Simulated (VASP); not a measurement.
Na3Ca, 4 atoms in the cell. The structure is cubic, space group Fm-3m (No. 225). Conventional cell: a = 8.425 Å, b = 8.425 Å, c = 8.425 Å, α = 90.00°, β = 90.00°, γ = 90.00°. Na (site symmetry -43m) is surrounded by 4 Na at 3.65 Å and 4 Ca at 3.65 Å. Around Na (site symmetry m-3m) lie 8 Na at 3.65 Å. Ca (site symmetry m-3m) has 8 Na at 3.65 Å as nearest neighbours. The cell comes from a database or a generator and needn't be the stable form of this composition.

```yaml
Program: VASP 6.6.1
Task: single point
Functional: PBEsol
Potentials_or_basis: VASP PAW PBE potentials, release 64 (Na_pv, Ca_sv)
Cutoff: 520 eV
k_mesh: 5 × 5 × 5
Occupations: methfessel-paxton, width 0.02 eV
Spin: no spin polarisation
Dipole_correction: no
Further_INCAR_settings: ALGO = Normal; EDIFF = 1e-06; NBANDS = 24
```

Potentials or basis: VASP PAW PBE potentials, release 64 (Na_pv, Ca_sv).

Command:

```console
$ cat potpaw_PBE.64/Na_pv/POTCAR potpaw_PBE.64/Ca_sv/POTCAR > POTCAR
$ mpirun -np 1 vasp_std > vasp.out
```

Hardware: 1 thread of Intel(R) Xeon(R) Platinum 8559C (Emerald Rapids), with other jobs on the host.

Q: Estimate the wall time of this run.

A: Run time: 54 s on 1 thread of Intel(R) Xeon(R) Platinum 8559C (Emerald Rapids), on a shared host, peak memory 0.31 GiB. Counts: scf iterations 12, k points 10.
